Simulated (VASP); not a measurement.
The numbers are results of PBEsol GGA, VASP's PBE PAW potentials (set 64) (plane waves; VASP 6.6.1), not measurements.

The input files of a VASP run:

### POSCAR
```
Fe(110) slab
1.0
  2.4123447834   0.0000000000   0.0000000000
 -0.8041152513   2.2743802080   0.0000000000
  0.0000000000   0.0000000000  24.4069047251
Fe
5
Cartesian
  0.8041147661   1.1371901040   8.2641047192
  0.0000000000   0.0000000000  10.2337907443
  0.8041147661   1.1371901040  12.2034523625
  0.0000000000   0.0000000000  14.1731139808
  0.8041147661   1.1371901040  16.1428000059
```

KPOINTS:
```
K-points
0
gamma
12 12 1
0 0 0
```

**INCAR**
```
SYSTEM = Fe(110) slab
PREC = Normal; ENCUT = 400; LREAL = .FALSE.
LASPH = .TRUE.
EDIFF = 1E-5; NELM = 100; NELMIN = 4
ALGO = Normal; LMAXMIX = 4
ISMEAR = 1; SIGMA = 0.1
GGA = PS
MAGMOM = 2.5 2.5 2.5 2.5 2.5
ISPIN = 2
IBRION = 2; NSW = 50; ISIF = 2
EDIFFG = -0.03
LWAVE = .TRUE.; LCHARG = .FALSE.; LORBIT = 10
DIPOL = 0.5 0.5 0.5
LDIPOL = .TRUE.; IDIPOL = 3
```

POTCAR, in this order: Fe (PBE.64 set). Program: vasp_std.

Problem. What will the output report for the number of irreducible k-points (NKPTS), largest plane-wave count, number of space-group operations, FFT grid (NGX, NGY, NGZ)?

Solution. 
| Item | Result |
|---|---|
| number of irreducible k-points (NKPTS) | 43 |
| largest plane-wave count | 2496 |
| number of space-group operations | 8 |
| FFT grid (NGX, NGY, NGZ) | 12 × 12 × 120 |

The cell is a thin slab with vacuum, built from Fe (bcc): (110) face.
